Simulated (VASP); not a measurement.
A 63-atom supercell of BN (zinc blende) holds Si on the N site with a neighbouring B vacancy in charge state -1. It is relaxed twice, with the total moment held at 1 and at 3 μB. All values below come from PBE GGA, VASP's PBE PAW potentials (set 64) (plane waves; VASP 6.6.1). Numerical set-up: PREC = Normal, LREAL = Auto, ISYM = 0, NELECT = 253.0, EDIFF = 1E-5, 400 eV cut-off, 1×1×1 Γ-centred mesh, Gaussian smearing of 0.050 eV, potentials B N Si.

The cell is charged, with a uniform compensating background. The supercell is sampled at Γ alone, which is coarse: total energies, pressure and levels can be off, energies of defects by several tenths of an eV.

Task: Which spin state lies lower, and by how much?

Result: The state with 1 μB lies lower, by 1.52 eV.

The cell is a supercell with a defect, built from BN (zinc blende).
